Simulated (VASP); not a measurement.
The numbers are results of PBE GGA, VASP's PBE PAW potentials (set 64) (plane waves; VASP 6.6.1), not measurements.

VASP input:

**KPOINTS**
```
Regular mesh
0
G
3 3 3
0 0 0
```

**POSCAR**
```
Y3Mo
1
    0.0000000000     4.1304120000     4.1304120000
    4.1304120000     0.0000000000     4.1304120000
    4.1304120000     4.1304120000     0.0000000000
Mo Y
1 3
Direct
  0.0000000000   0.0000000000   0.0000000000
  0.5000000000   0.5000000000   0.5000000000
  0.2500000000   0.2500000000   0.2500000000
  0.7500000000   0.7500000000   0.7500000000
```

### INCAR
```
PREC=Accurate
LMAXMIX=4
LWAVE=.False.
LASPH=.True.
GGA=PE
SIGMA=0.1   # width (eV)
ALGO=Normal
EDIFF=1E-6
SYSTEM=Y3Mo
ENCUT=300   # plane-wave cut-off (eV)
ISMEAR=-1
LCHARG=.False.
ISIF=2   # forces and stress, cell fixed
LREAL=.False.
NELM=100   # most electronic steps
```

POTCAR, in this order: Mo_sv Y_sv (PBE.64 set). Program: vasp_std.

At this cut-off the stress carries a Pulay error, which pulls relaxed volumes low. Gaps are read on the run's mesh, which can miss a band edge.

### Question
What does the run give for the energy per atom (σ→0), pressure, band gap (on the k-mesh)?

### Answer

```
Property                                                    Result
------------------------  ----------------------------------------
energy per atom (σ→0)                               -6.730 eV/atom
band gap (on the k-mesh)  none (metal, semimetal or under 0.01 eV)
pressure                                                -11.16 GPa
```

OSZICAR:
```
...
DAV:  10    -0.270834600740E+02    0.27785E-02   -0.76480E-02   328   0.102E+00    0.967E-01
DAV:  11    -0.270831616473E+02    0.29843E-03   -0.12862E-02   288   0.563E-01    0.483E-01
DAV:  12    -0.270830312758E+02    0.13037E-03   -0.87967E-04   320   0.127E-01    0.101E-01
DAV:  13    -0.270830462847E+02   -0.15009E-04   -0.44726E-04   312   0.949E-02    0.715E-02
DAV:  14    -0.270830313275E+02    0.14957E-04   -0.58685E-05   276   0.294E-02    0.363E-02
DAV:  15    -0.270830243611E+02    0.69664E-05   -0.27858E-05   288   0.291E-02    0.821E-03
DAV:  16    -0.270830239121E+02    0.44899E-06   -0.24765E-06   208   0.593E-03
   1 F= -.27083024E+02 E0= -.26918954E+02  d E =-.328140E+00
```

The structure was generated: Y3Mo was put into an ordered model structure, which need not be its known phase. The cell was not relaxed at this level. The k-mesh is coarse (spacing up to 0.44 per Å, 2π included), so the numbers may not be converged in it. The run is one of a series of settings (KPOINTS 3×3×3 Γ-centred mesh against the base run), some of them coarse on purpose. The electron count is odd and the run is not spin-polarised, which forces a metal.
